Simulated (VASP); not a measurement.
```
CELL_PARAMETERS angstrom
      2.51920     0.00000     0.00000
     -1.25960     2.18169     0.00000
      0.00000     0.00000     4.16193
ATOMIC_POSITIONS crystal
  Cu 0.33333 0.66667 0.25000
  Cu 0.66667 0.33333 0.75000
```

Calculation: r2SCAN meta-GGA with spin-orbit coupling, VASP's PBE PAW potentials (set 64) (plane waves; VASP). Settings: 400 eV cut-off, 15×15×8 Γ-centred mesh, Gaussian smearing of 0.050 eV, potentials Cu.

**Question.** What does the run give for the energy per atom (σ→0), band gap (over mesh and band path) with the smallest direct gap where there is one?

**Answer.** 
| Quantity | Result |
|---|---|
| band gap (over mesh and band path) | none (metal, semimetal or under 0.01 eV) |
| energy per atom (σ→0) | -10.825 eV/atom |

The absolute energy has meaning only against runs of the same code, potentials and settings.

The structure comes from a computed database's Cu entry (P6_3/mmc); how it stands against other phases isn't given here. It was relaxed first.
